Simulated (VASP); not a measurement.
Output of a VASP run:

**OUTCAR**
```
 ion  position               nearest neighbor table
   1  0.000  0.000  0.000-   2 2.81   2 2.81   2 2.81   2 2.81   2 2.81   2 2.81   2 2.81   2 2.81
  LATTYP: Found a simple cubic cell.
 ALAT       =     3.2488633885
 Subroutine PRICEL returns:
 Original cell was already a primitive cell.
 Subroutine GETGRP returns: Found 48 space group operations
The static configuration has the point symmetry O_h .
The dynamic configuration has the point symmetry O_h .
 Subroutine INISYM returns: Found 48 space group operations
 Subroutine IBZKPT returns following result:
 Found     84 irreducible k-points:

 Following reciprocal coordinates:
            Coordinates               Weight
  0.000000  0.000000  0.000000      1.000000
  0.076923  0.000000  0.000000      6.000000
  0.153846  0.000000  0.000000      6.000000
  0.230769  0.000000  0.000000      6.000000
  0.307692  0.000000  0.000000      6.000000
  0.384615  0.000000  0.000000      6.000000
  0.461538  0.000000  0.000000      6.000000
  0.076923  0.076923  0.000000     12.000000
  0.153846  0.076923  0.000000     24.000000
  0.230769  0.076923  0.000000     24.000000
  0.307692  0.076923  0.000000     24.000000
  0.384615  0.076923  0.000000     24.000000
  0.461538  0.076923  0.000000     24.000000
  0.153846  0.153846  0.000000     12.000000
  0.230769  0.153846  0.000000     24.000000
  0.307692  0.153846  0.000000     24.000000
  0.384615  0.153846  0.000000     24.000000
  0.461538  0.153846  0.000000     24.000000
  0.230769  0.230769  0.000000     12.000000
  0.307692  0.230769  0.000000     24.000000
  0.384615  0.230769  0.000000     24.000000
  0.461538  0.230769  0.000000     24.000000
  0.307692  0.307692  0.000000     12.000000
  0.384615  0.307692  0.000000     24.000000
  0.461538  0.307692  0.000000     24.000000
  0.384615  0.384615  0.000000     12.000000
  0.461538  0.384615  0.000000     24.000000
  0.461538  0.461538  0.000000     12.000000
  0.076923  0.076923  0.076923      8.000000
  0.153846  0.076923  0.076923     24.000000
  0.230769  0.076923  0.076923     24.000000
  0.307692  0.076923  0.076923     24.000000
  0.384615  0.076923  0.076923     24.000000
  0.461538  0.076923  0.076923     24.000000
  0.153846  0.153846  0.076923     24.000000
  0.230769  0.153846  0.076923     48.000000
  0.307692  0.153846  0.076923     48.000000
  0.384615  0.153846  0.076923     48.000000
  0.461538  0.153846  0.076923     48.000000
  0.230769  0.230769  0.076923     24.000000
   k-points           NKPTS =     84   k-points in BZ     NKDIM =     84   number of bands    NBANDS=     11
   number of dos      NEDOS =    601   number of ions     NIONS =      2
   total plane-waves  NPLWV =  13824
   dimension x,y,z NGX =    24 NGY =   24 NGZ =   24
   dimension x,y,z NGXF=    48 NGYF=   48 NGZF=   48
   ions per type =               1   1
   PREC   = accura    normal or accurate (medium, high low for compatibility)
   ISTART =      0    job   : 0-new  1-cont  2-samecut
   ICHARG =      2    charge: 1-file 2-atom 10-const
   ISPIN  =      1    spin polarized calculation?
   LNONCOLLINEAR =      F non collinear calculations
   LSORBIT =      F    spin-orbit coupling
   INIWAV =      1    electr: 0-lowe 1-rand  2-diag
   ENCUT  =  400.0 eV  29.40 Ry    5.42 a.u.   5.30  5.30  5.30*2*pi/ulx,y,z
   NELM   =    100;   NELMIN=  2; NELMDL= -5     # of ELM steps
   EDIFF  = 0.1E-06   stopping-criterion for ELM
   LREAL  =      F    real-space projection
   NLSPLINE    = F    spline interpolate recip. space projectors
   LMAXMIX     =    6 max onsite mixed and CHGCAR
   VOSKOWN=      0    Vosko Wilk Nusair interpolation
   EDIFFG = 0.1E-05   stopping-criterion for IOM
   NSW    =      0    number of steps for IOM
   NBLOCK =      1;   KBLOCK =      1    inner block; outer block
   IBRION =     -1    ionic relax: 0-MD 1-quasi-New 2-CG
   NFREE  =      0    steps in history (QN), initial steepest desc. (CG)
...
```

OSZICAR:
```
       N       E                     dE             d eps       ncg     rms          rms(c)
DAV:   1     0.154932665309E+02    0.15493E+02   -0.65340E+03  1848   0.946E+02
DAV:   2    -0.165905545853E+02   -0.32084E+02   -0.30830E+02  2258   0.172E+02
DAV:   3    -0.176071200982E+02   -0.10166E+01   -0.10009E+01  2379   0.223E+01
DAV:   4    -0.176179207058E+02   -0.10801E-01   -0.10869E-01  2245   0.251E+00
DAV:   5    -0.176180713918E+02   -0.15069E-03   -0.15218E-03  2319   0.242E-01    0.432E+01
DAV:   6    -0.169662621512E+02    0.65181E+00   -0.24349E+00  2131   0.783E+00    0.286E+01
DAV:   7    -0.169067716060E+02    0.59491E-01   -0.20109E-01  2367   0.344E+00    0.428E+00
DAV:   8    -0.169057281079E+02    0.10435E-02   -0.69240E-03  2245   0.560E-01    0.589E-01
DAV:   9    -0.169055395700E+02    0.18854E-03   -0.16485E-03  2318   0.332E-01    0.148E-01
DAV:  10    -0.169053890439E+02    0.15053E-03   -0.18869E-04  2207   0.739E-02    0.514E-02
DAV:  11    -0.169054143534E+02   -0.25309E-04   -0.10125E-05  2258   0.181E-02    0.609E-03
DAV:  12    -0.169054190355E+02   -0.46821E-05   -0.53945E-07  2418   0.419E-03    0.230E-03
DAV:  13    -0.169054184588E+02    0.57671E-06   -0.11147E-08  1332   0.877E-04    0.503E-04
DAV:  14    -0.169054178493E+02    0.60948E-06   -0.59151E-09  1212   0.470E-04    0.164E-04
DAV:  15    -0.169054178172E+02    0.32174E-07   -0.48022E-10  1158   0.172E-04
   1 F= -.16905418E+02 E0= -.16905418E+02  d E =0.000000E+00
```

File OUTCAR:
```
------------------------ aborting loop because EDIFF is reached ----------------------------------------
  FORCE on cell =-STRESS in cart. coord.  units (eV):
  Direction    XX          YY          ZZ          XY          YZ          ZX
  --------------------------------------------------------------------------------------
  Total       -0.0093824     -0.0093824     -0.0093824     -0.0000000     -0.0000000      0.0000000
  in kB       -0.4383589     -0.4383589     -0.4383589     -0.0000000     -0.0000000      0.0000000
  external PRESSURE =      -0.4383589 kB  Pullay stress =       0.0000000 kB
  volume of cell :       34.29
      direct lattice vectors                 reciprocal lattice vectors
     3.248863388  0.000000000  0.000000000     0.307799954  0.000000000  0.000000000
     0.000000000  3.248863388  0.000000000     0.000000000  0.307799954  0.000000000
     0.000000000  0.000000000  3.248863388     0.000000000  0.000000000  0.307799954
 POSITION                                       TOTAL-FORCE (eV/Angst)
 -----------------------------------------------------------------------------------
      0.00000      0.00000      0.00000         0.000000      0.000000      0.000000
      1.62443      1.62443      1.62443         0.000000      0.000000      0.000000
 -----------------------------------------------------------------------------------
    total drift:                               -0.000000      0.000000      0.000000
  FREE ENERGIE OF THE ION-ELECTRON SYSTEM (eV)
  ---------------------------------------------------
  free  energy   TOTEN  =       -16.9054178172 eV

  energy  without entropy=      -16.9054178172  energy(sigma->0) =      -16.90541782

 total charge

# of ion       s       p       d       tot
------------------------------------------
    1        0.347   6.394   1.718   8.459
    2        0.787   0.867   0.000   1.654
--------------------------------------------------
tot          1.134   7.261   1.718  10.113
```
(Selected blocks of OUTCAR.)

**POSCAR**
```
HfSi
1
    3.2488633885    -0.0000000000     0.0000000000
    0.0000000000     3.2488633885     0.0000000000
   -0.0000000000     0.0000000000     3.2488633885
Hf Si
1 1
Direct
  0.0000000000   0.0000000000   0.0000000000
  0.5000000000   0.5000000000   0.5000000000
```

**Question.** Write an INCAR and KPOINTS that could have produced this output.

**Answer.** This is not unique; one that fits is the input of the run itself, PBEsol GGA, plane waves, VASP's PBE PAW potentials (set 64).

File KPOINTS:
```
Automatic mesh
0
Gamma
13 13 13
0 0 0
```

**INCAR**
```
SYSTEM = HfSi
PREC = Accurate; ENCUT = 400; LREAL = .FALSE.
LASPH = .TRUE.
EDIFF = 1E-7; NELM = 100; ALGO = Normal
LMAXMIX = 6
ISMEAR = -5
GGA = PS
ISIF = 2
LWAVE = .FALSE.; LCHARG = .TRUE.; LORBIT = 11
NEDOS = 601
```

POTCAR, in this order: Hf_pv Si (PBE.64 set). Program: vasp_std.

For a metal the tetrahedron method with Blöchl corrections gives inexact stress and forces.

The structure was generated: HfSi was put into the CsCl type type (Pm-3m), which need not be its known phase. It was relaxed first, which changed the volume by -33 %.
